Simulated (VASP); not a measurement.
Runs of VASP 6.6.1 on Ca. The structure is cubic, space group Fm-3m (No. 225). The conventional cell has a = 5.601 Å, b = 5.601 Å, c = 5.601 Å, α = 90.00°, β = 90.00°, γ = 90.00°. Ca (site symmetry m-3m) is surrounded by 12 Ca at 3.96 Å. 

```tsv
level	k mesh	cutoff (eV)	gap on the mesh (eV)	pressure (GPa)	relaxed volume (Å³/atom)
PBEsol	14 × 14 × 14	480	none	0.0	(a)
PBE	14 × 14 × 14	600	none	0.0	(b)
PBEsol	6 × 6 × 6	600	none	0.0	40.40
RPBE	14 × 14 × 14	600	none	0.0	44.52
PBEsol	14 × 14 × 14	600	none	0.0	40.65
```

Alike in all rows: task relaxation of cell and atoms; potentials or basis VASP PAW PBE potentials, release 64 (Ca_sv); no spin polarisation; cell relaxed; smearing gaussian 0.1 eV.

Task: Fill in the values left out.

Result: (a) 40.58; (b) 42.28.

Caveats: the PAW data sets were made with another functional, which shifts forces and pressure a little (some runs).

A k mesh can miss the band edges.

A gap of «none» marks a metal or a gap under the smearing width.

Not every run made on this cell is shown here.
